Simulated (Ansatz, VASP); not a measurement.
## Ta (Tantalum): VASP beside Ansatz

Wanted: the spread between two codes on one cell, functional and k mesh. The cell is taken from a series of VASP runs on this material, whose earlier steps may have relaxed, scaled or displaced it; both programs get it as it stands.

Main program and level: Ansatz 0.2.0; plane waves, with VASP 6.6.1 beside it; relaxation of cell and atoms at PBE.

### 1. The starting structure

Symmetry: Im-3m, No. 229, cubic system. Conventional cell: a = 3.319 Å, b = 3.319 Å, c = 3.319 Å, α = 90.00°, β = 90.00°, γ = 90.00°. Nearest to Ta lie 8 Ta at 2.87 Å.

As a file:

```xyz
1
Lattice="-1.6596 1.6596 1.6596 1.6596 -1.6596 1.6596 1.6596 1.6596 -1.6596" Properties=species:S:1:pos:R:3 pbc="T T T"
Ta    0.0000    0.0000    0.0000
```

### 2. VASP: relaxation of cell and atoms, PBE

The relaxed volume is the usual yardstick between codes: its relative difference is about their pressure difference at one cell divided by the bulk modulus.

Lines of VASP's logs that name or quote its potential files are left out, and so is its time.

File INCAR:

```
SYSTEM = Ta
PREC = Accurate
ENCUT = 450
EDIFF = 1E-06
NELM = 100
ISMEAR = 1
SIGMA = 0.15
LREAL = .FALSE.
ALGO = Normal
GGA = PE
NBANDS = 11
LASPH = .TRUE.
LORBIT = 11
LWAVE = .FALSE.
LCHARG = .FALSE.
KPAR = 8
IBRION = 2
NSW = 50
ISIF = 3
EDIFFG = -0.006
```

File POSCAR:

```
Ta
1.0
   -1.6595954901      1.6595954901      1.6595954901
    1.6595954901     -1.6595954901      1.6595954901
    1.6595954901      1.6595954901     -1.6595954901
Ta
1
Direct
    0.0000000000      0.0000000000      0.0000000000
```

File KPOINTS:

```
Automatic mesh
0
Gamma
18 18 18
0 0 0
```

PAW data sets: Ta_pv (PBE family, release 64).

Run with:

```console
> mpirun -np 8 vasp_std
```

Numbers of over 12 decimals in the logs are rounded to 6 here.

The log of the run:

```text
[banner, memory and clock lines left out]
running    8 mpi-ranks, on    1 nodes
 distrk:  each k-point on    1 cores,    8 groups
 distr:  one band on    1 cores,    1 groups

 POSCAR found type information on POSCAR Ta
 POSCAR found :  1 types and       1 ions
|                                                                             |
|           W    W    AA    RRRRR   N    N  II  N    N   GGGG   !!!           |
|           W    W   A  A   R    R  NN   N  II  NN   N  G    G  !!!           |
|           W    W  A    A  R    R  N N  N  II  N N  N  G       !!!           |
|           W WW W  AAAAAA  RRRRR   N  N N  II  N  N N  G  GGG   !            |
|           WW  WW  A    A  R   R   N   NN  II  N   NN  G    G                |
|           W    W  A    A  R    R  N    N  II  N    N   GGGG   !!!           |
|                                                                             |
|     For optimal performance we recommend to set                             |
|       NCORE = 2 up to number-of-cores-per-socket                            |
|     NCORE specifies how many cores store one orbital (NPAR=cpu/NCORE).      |
|     This setting can greatly improve the performance of VASP for DFT.       |
|     The default, NCORE=1 might be grossly inefficient on modern             |
|     multi-core architectures or massively parallel machines. Do your        |
|     Unfortunately you need to use the default for GW and RPA                |
|     calculations (for HF NCORE is supported but not extensively tested      |
|     yet).                                                                   |
|                                                                             |

 LDA part: xc-table for (Slater+PW92), standard interpolation
 POSCAR, INCAR and KPOINTS ok, starting setup
 FFT: planning ... GRIDC
 FFT: planning ... GRID_SOFT
 FFT: planning ... GRID
 WAVECAR not read
 entering main loop
       N       E                     dE             d eps       ncg     rms          rms(c)
DAV:   1     0.529557912515E+02    0.52956E+02   -0.58338E+03  4298   0.856E+02
DAV:   2    -0.113590558596E+02   -0.64315E+02   -0.62844E+02  4804   0.234E+02
DAV:   3    -0.122823966458E+02   -0.92334E+00   -0.90744E+00  5206   0.271E+01
DAV:   4    -0.122856587030E+02   -0.32621E-02   -0.32616E-02  4750   0.170E+00
DAV:   5    -0.122856728822E+02   -0.14179E-04   -0.14179E-04  5149   0.106E-01    0.132E+01
DAV:   6    -0.119210171085E+02    0.36466E+00   -0.32667E-01  4854   0.640E+00    0.638E+00
DAV:   7    -0.118134532314E+02    0.10756E+00   -0.27020E-01  4863   0.548E+00    0.396E-01
DAV:   8    -0.118127515878E+02    0.70164E-03   -0.80049E-03  5368   0.720E-01    0.831E-02
DAV:   9    -0.118127555561E+02   -0.39683E-05   -0.73633E-05  4802   0.904E-02    0.255E-02
DAV:  10    -0.118127493989E+02    0.61571E-05   -0.33239E-06  5025   0.217E-02    0.412E-03
DAV:  11    -0.118127495668E+02   -0.16783E-06   -0.28356E-07  2724   0.618E-03
   1 F= -.11812750E+02 E0= -.11813053E+02  d E =-.118127E+02
 curvature:   0.00 expect dE= 0.000E+00 dE for cont linesearch  0.000E+00
 trial: gam= 0.00000 g(F)=  0.123E-62 g(S)=  0.380E-05 ort = 0.000E+00 (trialstep = 0.100E+01)
 search vector abs. value=  0.380E-05
 reached required accuracy - stopping structural energy minimisation
```

From OUTCAR (step 2):

```text
ion  position               nearest neighbor table
   1  0.000  0.000  0.000-

  LATTYP: Found a body centered cubic cell.
 ALAT       =     3.3191909802

 Subroutine GETGRP returns: Found 48 space group operations
 (whereof 48 operations were pure point group operations)

The static configuration has the point symmetry O_h .

 Found    195 irreducible k-points:

   k-points           NKPTS =    195   k-points in BZ     NKDIM =    195   number of bands    NBANDS=     11

   dimension x,y,z NGX =    20 NGY =   20 NGZ =   20
   dimension x,y,z NGXF=    40 NGYF=   40 NGZF=   40

   ENCUT  =  450.0 eV  33.07 Ry    5.75 a.u.   4.97  4.97  4.97*2*pi/ulx,y,z

   NELECT =      11.0000    total number of electrons

 k-points in reciprocal lattice and weights: Automatic mesh
   0.00000000  0.00000000  0.00000000       0.000
   0.05555556  0.00000000  0.00000000       0.002
   0.11111111  0.00000000  0.00000000       0.002
   0.16666667  0.00000000  0.00000000       0.002
   0.22222222  0.00000000  0.00000000       0.002
   0.27777778  0.00000000  0.00000000       0.002
   0.33333333  0.00000000  0.00000000       0.002
   0.38888889  0.00000000  0.00000000       0.002
   0.44444444  0.00000000  0.00000000       0.002
[...]
0.50000000  0.50000000  0.44444444       0.002
   0.50000000  0.50000000  0.50000000       0.000

 average (electrostatic) potential at core
       1 -36.6091

 E-fermi :   5.3733

 k-point     1 :       0.0000    0.0000    0.0000
  band No.  band energies     occupation
      1     -27.7648      2.00000
      2     -27.7648      2.00000
      3     -27.7648      2.00000
      4      -2.4933      2.00000
      5       6.1004     -0.00000
      6       6.1004     -0.00000
      7       6.1004     -0.00000
      8       9.3204      0.00000
      9       9.3204      0.00000
    ...

 k-point     2 :       0.0556    0.0000    0.0000
  band No.  band energies     occupation
      1     -27.8014      2.00000
      2     -27.7761      2.00000
      3     -27.7650      2.00000
      4      -2.3574      2.00000
      5       6.0117     -0.00000
      6       6.0755     -0.00000
      7       6.2330     -0.00000
      8       9.1750      0.00000
      9       9.3206      0.00000
    ...

 k-point     3 :       0.1111    0.0000    0.0000
  band No.  band energies     occupation
      1     -27.9057      2.00000
      2     -27.8085      2.00000
      3     -27.7655      2.00000
      4      -1.9633      2.00000
      5       5.7675     -0.00128
      6       5.9701     -0.00000
      7       6.6269     -0.00000
      8       8.8695      0.00000
      9       9.3286      0.00000
    ...

  Total       -0.0051225     -0.0051225     -0.0051225     -0.0000000     -0.0000000     -0.0000000
  in kB       -0.4488749     -0.4488749     -0.4488749     -0.0000000     -0.0000000     -0.0000000
  external PRESSURE =      -0.4488749 kB  Pullay stress =       0.0000000 kB

  energy-cutoff  :      450.00
  volume of cell :       18.28
      direct lattice vectors                 reciprocal lattice vectors
    -1.659595490  1.659595490  1.659595490     0.000000000  0.301278235  0.301278235
     1.659595490 -1.659595490  1.659595490     0.301278235  0.000000000  0.301278235
     1.659595490  1.659595490 -1.659595490     0.301278235  0.301278235  0.000000000

 POSITION                                       TOTAL-FORCE (eV/Angst)
 -----------------------------------------------------------------------------------
      0.00000      0.00000      0.00000         0.000000     -0.000000     -0.000000
 -----------------------------------------------------------------------------------
    total drift:                                0.000000      0.000000      0.000000

  FREE ENERGIE OF THE ION-ELECTRON SYSTEM (eV)
  ---------------------------------------------------
  free  energy   TOTEN  =       -11.8127495668 eV

  energy  without entropy=      -11.8136586829  energy(sigma->0) =      -11.81305261

 reached required accuracy - stopping structural energy minimisation

 total charge
# of ion       s       p       d       tot
------------------------------------------
    1        0.368   6.166   2.374   8.907

[... 3 further parts left out ...]
```

This run has no spin polarisation. Its electron count is odd, so without a moment it is a metal by construction.

### 3. Ansatz: relaxation of cell and atoms, PBE

Ansatz runs on its default PAW (the set named soft_2) files.

The same cell, functional, mesh and smearing now go to Ansatz, which takes its cutoff from its data sets.

File input.yaml:

```yaml
crystal:
  lattice:
    - [-1.6595954901, 1.6595954901, 1.6595954901]
    - [1.6595954901, -1.6595954901, 1.6595954901]
    - [1.6595954901, 1.6595954901, -1.6595954901]
  atoms:
    - { symbol: Ta, position: [0.0, 0.0, 0.0] }
hamiltonian:
  xc: pbe
  pseudopotentials: { kind: paw }
kpoints:
  mp_grid: { grid: [18, 18, 18] }
scf:
  occupations: { method: methfessel_paxton, width: 0.15 }
relax:
  f_tol: 0.01
  max_steps: 60
  cell: { stress_tol: 0.05 }
output:
  forces: true
  stress: true
```

Run with:

```console
> ansatz run input.yaml --threads 4 --pin off --max-ram 9216MiB --backend cpu --events-out ev --progress --plain --runs-dir out
```

The log of the run:

```text
Engine: ansatz 0.2.0, aarch64-unknown-linux-gnu
Pseudopotentials: kind: paw
Pseudopotential: Ta, paw, valence charge 13, recommended cutoff 420 eV (normal), Ta.paw.azcp
Functional definition: PBE
  parameter kappa = 0.804
  parameter beta = 0.066725
  exchange = pbe_x(kappa = kappa, mu = beta*pi^2/3)
  correlation = pbe_c(beta = beta)
Crystal: 1 atoms, lattice volume = 18.284 Å³
Basis set: ecut = 420 eV, 369 PW (Γ), exchange–correlation on 40×40×40 points (8 copies of the dense FFT grid, shifted against one another)
Bands: 11, of which v1, the nominal top of the filled ones, is band 7 counted from 1 (6 counted from 0)
Symmetry: 48 space group operations
Space group: Im-3m (ITA 229), of the structure as read, at distance tolerance 2.6e-5 Å
k-points: 195 of 5832
Non-local potential: Ta, projectors of the file, l = 0: 3, l = 1: 2, l = 2: 2, l = 3: 1
PAW form: soft (Blöchl's): semilocal exchange-correlation on the pseudo side does not see the compensation charge
PAW one-centre angular grid: Ta, 590 points (default); XC on 64 Gauss nodes
Initial density: superposition of atomic densities (neutral atoms: chi_scale 0, normalization atom), corrected by the library's trained network
Initial wavefunctions: pseudopotential atomic-orbital guess
Functional: x = pbe(κ = 0.804, μ = 0.219515), c = pbe(β = 0.066725)
SCF iter   1: F=—  HF=-9932.251104 eV  |F-HF|=—  |Δ(HF+E_count)|=         —  Δρ=2.06e-3  dr2=1.99e-4  ethr=1.77e-3  ⟨swp⟩=5.1  Hψ=11783  notcnv=0
preconditioner: auto → none  [metal: Δε(μ)=0.023 eV  Ē_g=8.187 eV  σ=0.150 eV  W_gap=0.13  n_scr=0 (ndim 8)  ℏωp=19.4 eV  f_vac=0.000  D(μ)=1.20/eV (n_scr^D=12)]
SCF iter   2: F=—  HF=-9932.251052 eV  |F-HF|=—  |Δ(HF+E_count)|=   5.19e-5  S|Δr|=    0.00e0  Δρ=9.90e-4  dr2=4.98e-5  ethr=1.53e-6  ⟨swp⟩=2.2  Hψ=4716  notcnv=0
SCF iter   3: F=—  HF=-9932.251123 eV  |F-HF|=—  |Δ(HF+E_count)|=   7.15e-5  S|Δr|=    0.00e0  Δρ=1.53e-4  dr2=1.09e-6  ethr=3.83e-7  ⟨swp⟩=2.1  Hψ=2591  notcnv=0
SCF iter   4: F=—  HF=-9932.251124 eV  |F-HF|=—  |Δ(HF+E_count)|=   1.25e-7  S|Δr|=    0.00e0  Δρ=4.68e-5  dr2=1.12e-7  ethr=7.69e-10  ⟨swp⟩=4.2  Hψ=6758  notcnv=0
SCF iter   5: F=-9932.251124 eV  HF=-9932.251124 eV  |F-HF|=5.33e-9  |Δ(HF+E_count)|=   3.60e-8  S|Δr|=    0.00e0  Δρ=1.49e-5  dr2=1.11e-8  ethr=7.69e-10  ⟨swp⟩=4.0  Hψ=5905  notcnv=0
SCF 1 converged in 5 iterations: F = -9932.251124 eV  dr2 = 1.11e-8
  greatest PAW one-centre occupation: 0.999 electrons in one spin orbital (limit 2), on the Ta atom at site 0 (counted from 0), in its partial waves of l = 0
relax step   1: F+E_penalty+E_count = -9932.25112351 eV  Δ(F+E_penalty+E_count) = +0.000e0 eV  max|allowed force component| = 0.000e0 eV/Å  Δτ_max = 0.0000 Å  P = -0.122 GPa  Ω = 18.284 Å³  (5 SCF iters, dr2 threshold 1.00e-7 eV, accepted)
[...]
relax step   2: F+E_penalty+E_count = -9932.25110741 eV  Δ(F+E_penalty+E_count) = +1.610e-5 eV  max|allowed force component| = 0.000e0 eV/Å  Δτ_max = 0.0000 Å  P = +0.350 GPa  Ω = 18.240 Å³  energy of the carried Pulay correction = +1.518e-5 eV  (3 SCF iters, dr2 threshold 3.75e-8 eV, rejected (line search))
[...]
relax step   3: F+E_penalty+E_count = -9932.25113185 eV  Δ(F+E_penalty+E_count) = -8.336e-6 eV  max|allowed force component| = 0.000e0 eV/Å  Δτ_max = 0.0000 Å  P = -0.000 GPa  Ω = 18.272 Å³  energy of the carried Pulay correction = +3.935e-6 eV  (4 SCF iters, accepted)
[...]
relax step   4: F+E_penalty+E_count = -9932.25112739 eV  Δ(F+E_penalty+E_count) = +4.456e-6 eV  max|allowed force component| = 0.000e0 eV/Å  Δτ_max = 0.0000 Å  P = -0.001 GPa  Ω = 18.272 Å³  stress off target by 6.53e-4 GPa  SCF on the basis re-selected at this cell (its energy is not comparable with the rows above)  (3 SCF iters)
basis re-selected at this cell: Δ(F+E_penalty+E_count) = +4.456e-6 eV, ΔP = -0.000 GPa vs the last step (what re-selecting the basis moved, of the pressure what is left beyond the Pulay correction that the steps carried, after the strain that the cell walked since its last selection, with what the two solves' SCF thresholds leave and, on support functions, any second-order correction that the steps lacked; it is no measure of the basis error at this ecutwfc). This SCF's stress stands 6.53e-4 GPa from its target on what of the cell is left free (relax.cell.stress_tol is 5.00e-2 GPa) and its largest allowed force component is 0.00e0 eV/Å (relax.f_tol is 1.00e-2 eV/Å): [rest of the remark cut]
SCF converged after 3 iterations
Stability not checked: this state was not tested for a lower state beside it, because cold or Methfessel-Paxton smearing, or corrected tetrahedra, fill the levels in a way that the test cannot read (fill_not_monotonic; see scf.lower_state_search)
Free energy (F): -9932.251127 eV
Harris-Foulkes:  -9932.251127 eV  (|F-HF|=0.00e0)
Internal energy: -9932.252029 eV  (E = F + TS)
E sigma→0 (E₀):  -9932.251353 eV
Entropy (-TS):   0.000902 eV (0.902 meV/atom)
Fermi energy:    18.347060 eV
--- Per-component energies (eV) ---
  E_band       = -107.383687
  E_kinetic    = 365.637013
  E_local      = -555.699865  (includes V_loc(G=0)·N_el)
  E_nonlocal   = 14.744933
  E_hartree    = 192.393694
  E_xc         = -218.351760
  E_vxc        = -203.905481  (∫ρ·V_xc dr)
  E_paw        = -8396.603729  (= ΣΔE_a)
  E_vpaw       = -112.947798  (= ΣTr[D̂ρ^β])
  E_aug_tail   = 0.000133  (compensation charges beyond the density's cutoff)
  E_ewald      = -1334.372447
  E_smearing   = 0.000902  (= −TS)
  E_closure    = 0.000000  (closes the sum)
  Σ components = -9932.251127   (vs F -9932.251127, Δ=0.00e0)
--- Forces (eV/Å), atoms counted from 1 ---
  atom   1  Ta    -0.00000000    -0.00000000     0.00000000
  max |Σ_I F_I| component: 2.88e-32 eV/Å
--- Stress (GPa, compression-positive) ---
       -0.000653       0.000000      -0.000000
        0.000000      -0.000653       0.000000
        0.000000       0.000000      -0.000653
  P = ⅓ Tr σ = -0.0007 GPa (-0.007 kbar)
--- Relaxed structure (3 steps of the walk, 2 accepted, 1 SCFs on fresh bases) ---
  F+E_penalty+E_count = -9932.25112739 eV   max|allowed force component| = 0.000e0 eV/Å   (the final SCF, on the basis selected at the relaxed cell)
  cell:  # Å, volume = 18.2723 Å³
    - [-1.659248, 1.659248, 1.659248]
    - [1.659248, -1.659248, 1.659248]
    - [1.659248, 1.659248, -1.659248]
  atoms:
    - { symbol: Ta, position: [0.0, 0.0, 0.0] }
```

Run time: 1.6 s. Hardware: 4 threads of Arm Neoverse V2, shared host; peak memory 0.32 GiB; 5.3 s of CPU time.

### 4. Side by side

Known differences besides the potentials themselves: both relaxations stop at a tolerance, which leaves soft axes loose, and VASP keeps its plane-wave basis; the data sets hold 13 valence electrons in Ansatz (default PAW (the set named soft_2) files) and 11 in VASP; the cutoff is 420 eV in Ansatz and 450 eV in VASP; Ansatz adds a Pulay correction to the stress that steers its cell, VASP none. Total energies have different zeros and are not compared.

Compared:

| quantity | Ansatz | VASP | difference |
| --- | --- | --- | --- |
| volume (Å³) | 18.27 | 18.28 | -0.06 % |
| edge a after relaxation, in the typed setting (Å) | 2.874 | 2.874 | -0.02 % |

The walks stopped with 0.00 GPa left in Ansatz and -0.04 GPa in VASP; each walk ends within a tolerance, so the volume difference is uncertain by about these residues over the bulk modulus, most in soft cells.

### 5. Summary of results

```
difference in volume (relaxation of cell and atoms, PBE) : -0.063 %
```

The difference in volume is -0.063 % (relaxation of cell and atoms, PBE), within the 1.2 % picked in this series as the mark of a large difference, as far as the stopping tolerances let one tell. How closely two codes agree says nothing of how well the functional describes the real material.

[Lines on the potential files, build, host, timing and source positions are cut from VASP's logs without a mark.]

[Logs are printed without paths, hosts, clocks, repeated set-up lines and the standing remarks that a program may print on its own settings, such as how far it seeks lower states.]

[Hosts, paths, dates, database ids (printed as entryN), source tags and the programs' standing remarks are cut or masked in the printed files.]
